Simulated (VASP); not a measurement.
Computed with PBE GGA, VASP's PBE PAW potentials (set 64) (plane waves; VASP).

A VASP calculation is set up with these files.

KPOINTS:
```
Regular mesh
0
gamma
  6 6 6
0 0 0
```

INCAR:
```
! general
SYSTEM   =  BP
PREC     =  Normal
ENCUT    =  500   ! plane-wave cut-off (eV)
LREAL    =  .False.
LASPH    =  .True.   ! aspherical one-centre terms
NBANDS   =  588

! electronic loop
EDIFF    =  1E-8   ! SCF stop (eV)
NELM     =  1   ! most electronic steps
ALGO     =  Exact

! smearing
ISMEAR   =  0
SIGMA    =  0.01   ! width (eV)

! functional
GGA      =  PE   ! PBE

! output
LWAVE    =  .True.
LCHARG   =  .False.

! other
LOPTICS  =  .True.
```

POSCAR:
```
BP
1
    0.0000000000     2.2393210000     2.2393210000
    2.2393210000     0.0000000000     2.2393210000
    2.2393210000     2.2393210000     0.0000000000
B P
1 1
Direct
  0.0000000000   0.0000000000   0.0000000000
  0.2500000000   0.2500000000   0.2500000000
```

POTCAR, in this order: B_GW P_GW (PBE.64 set). Program: vasp_std. Read from the step before: WAVECAR.

The resulting files:

File OSZICAR:
```
       N       E                     dE             d eps       ncg     rms          rms(c)
DIA:   1    -0.128738079987E+02   -0.12874E+02    0.00000E+00     0   0.000E+00
   1 F= -.12873808E+02 E0= -.12873808E+02  d E =0.000000E+00
 imaginary and real dielectric function
```

File OUTCAR:
```


 plasma frequency squared (from intraband transitions) (eV^2)
  --------------------------------------------------------------------------------------
       0.000       0.000       0.000
       0.000       0.000       0.000
       0.000       0.000       0.000

 plasma frequency squared (from interband transitions, int dw w eps(2)(w)) (eV^2)
  --------------------------------------------------------------------------------------
     510.805       0.000      -0.000       0.000       0.000      -0.000
      -0.000      -0.000     510.805       0.000      -0.000      -0.000
       0.000       0.000      -0.000       0.000     510.805       0.000
```
(Selected blocks of OUTCAR.)

### OUTCAR
```
 val. band max:        7.5985114220   @ k =   0.0000   0.0000   0.0000

 cond. band min:       8.8526958038   @ k =   0.5000   0.5000   0.0000



 k-point     1 :       0.0000    0.0000    0.0000
  band No.  band energies     occupation
      1      -8.2206      2.00000
      2       7.5985      2.00000
      3       7.5985      2.00000
      4       7.5985      2.00000
      5      11.0635      0.00000
      6      11.0635      0.00000
      7      11.0635      0.00000
      8      15.5843      0.00000
      9      19.3964      0.00000
     10      19.7292      0.00000
     11      19.7292      0.00000
     12      23.4968      0.00000
     13      23.4968      0.00000
     14      23.4968      0.00000
     15      29.5630      0.00000
     16      38.8069      0.00000
     17      38.8069      0.00000
     18      38.8069      0.00000
     19      45.1657      0.00000
     20      45.1657      0.00000
     21      45.1657      0.00000
     22      45.9927      0.00000
     23      45.9927      0.00000
     24      51.2845      0.00000
     25      51.2845      0.00000
     26      51.2845      0.00000
     27      63.2535      0.00000
     28      63.2535      0.00000
     29      63.2535      0.00000
     30      63.7074      0.00000
     31      64.2260      0.00000
     32      64.2260      0.00000
     33      65.4018      0.00000
     34      65.4018      0.00000
     35      65.4018      0.00000
     36      72.2623      0.00000
     37      72.2623      0.00000
     38      72.2623      0.00000
     39      73.5017      0.00000
     40      73.7553      0.00000
     41      73.7553      0.00000
     42      74.7160      0.00000
     43      74.7160      0.00000
     44      74.7161      0.00000
     45      74.9183      0.00000
     46      74.9183      0.00000
     47      74.9183      0.00000
     48      75.9706      0.00000
     49      75.9706      0.00000
     50      75.9706      0.00000
     51      81.5778      0.00000
     52      81.5778      0.00000
...
```

The density is held fixed in this step, so its total energy and stress have no physical meaning.

The compound is BP in the zinc blende structure. This cell is one point of a volume scan, at 0.96 of the reference volume.
